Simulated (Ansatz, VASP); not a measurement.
**One calculation of HfMoC2, two programs**

INCAR

```
SYSTEM = HfMoC2
PREC = Accurate
ENCUT = 520
EDIFF = 1E-7
ISMEAR = -1
SIGMA = 0.05
LREAL = .FALSE.
LASPH = .TRUE.
NELM = 100
ALGO = Normal
ISIF = 2
LWAVE = .FALSE.
LCHARG = .FALSE.
GGA = PE
NBANDS = 24
```

KPOINTS

```
Automatic mesh
0
G
  8 8 6
  0 0 0
```

POSCAR

```
HfMoC2
1.0
    3.2125588676      0.0000000000      0.0000000000
    0.0000000000      3.2125588676      0.0000000000
    0.0000000000      0.0000000000      4.5148679385
Hf Mo C
1 1 2
Direct
    0.0000000000      0.0000000000      0.0000000000
    0.5000000000      0.5000000000      0.5000000000
    0.5000000000      0.5000000000      0.0000000000
    0.0000000000      0.0000000000      0.5000000000
```

File input.yaml:

```yaml
crystal:
  lattice:
    - [3.2125588676, 0.0, 0.0]
    - [0.0, 3.2125588676, 0.0]
    - [0.0, 0.0, 4.5148679385]
  atoms:
    - { symbol: Hf, position: [0.0, 0.0, 0.0] }
    - { symbol: Mo, position: [0.5, 0.5, 0.5] }
    - { symbol: C, position: [0.5, 0.5, 0.0] }
    - { symbol: C, position: [0.0, 0.0, 0.5] }
hamiltonian:
  xc: pbe
  pseudopotentials: { kind: paw }
kpoints:
  mp_grid: { grid: [8, 8, 6] }
scf:
  occupations: { method: fermi_dirac, width: 0.05 }
output:
  forces: true
  stress: true
  eigenvalues: true
```

Change from the starting cell: volume scaled by 1.02.

Alike in both runs: task single point; functional PBE; k mesh 8 × 8 × 6; occupations fermi-dirac, width 0.05 eV; no spin polarisation.

|  | VASP | Ansatz |
| --- | --- | --- |
| version | VASP 6.6.1 | Ansatz 0.2.0 |
| potentials or method | VASP PAW PBE potentials, release 64 (Hf_pv, Mo_sv, C) | Ansatz PAW |
| plane-wave cutoff (eV) | 520 | 420 |
| valence electrons in the cell | 32 | 48 |

|  | VASP | Ansatz | Ansatz less VASP |
| --- | --- | --- | --- |
| gap on the k mesh at the Fermi level (eV) | none | none | - |
| pressure (GPa) | -6.6 | -6.4 | +0.15 |
| largest component of the traceless stress (GPa) | 2.74 | 2.76 | +0.025 |

A gap of «none» marks a metal or a gap that the smearing closes. The functional is the same, so the differences come from potentials, cutoffs and numerics. The two sets of potentials don't hold the same shells in valence.

Spin-orbit coupling is left out, which matters for the levels of Hf.
